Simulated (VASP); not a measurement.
Data:

```xyz
2
Lattice="0.0000 3.3161 3.3161 3.3161 0.0000 3.3161 3.3161 3.3161 0.0000" Properties=species:S:1:pos:R:3 pbc="T T T"
Sr     0.0000     0.0000     0.0000
Te     3.3161     3.3161     3.3161
```

These are vdW-DF-cx, VASP's PBE PAW potentials (set 64) (plane waves; VASP 6.6.1) values and carry that method's errors. Run with 520 eV cut-off, Gaussian smearing of 0.050 eV, potentials Sr_sv Te.

Unless said otherwise, spin-orbit coupling is left out, though it shifts the bands of the heavy elements here.

Task: Give the energies of bands 6 to 11 at the high-symmetry points, in eV from the valence-band maximum.

Result: 
| band | Γ | X | U | L | W |
|---|---|---|---|---|---|
| 6 | 0.00 | -2.02 | -1.82 | -2.90 | -1.61 |
| 7 | 0.00 | -0.76 | -1.79 | -1.14 | -1.61 |
| 8 | 0.00 | -0.76 | -0.98 | -1.14 | -1.55 |
| 9 | 2.88 | 1.65 | 2.77 | 3.85 | 3.92 |
| 10 | 3.26 | 3.95 | 4.99 | 5.20 | 3.92 |
| 11 | 3.26 | 4.86 | 5.57 | 5.38 | 4.52 |

The gap is indirect, 1.65 eV, from the valence maximum at Γ to the conduction minimum at X.

The compound is SrTe in the rock salt structure. It was relaxed first.
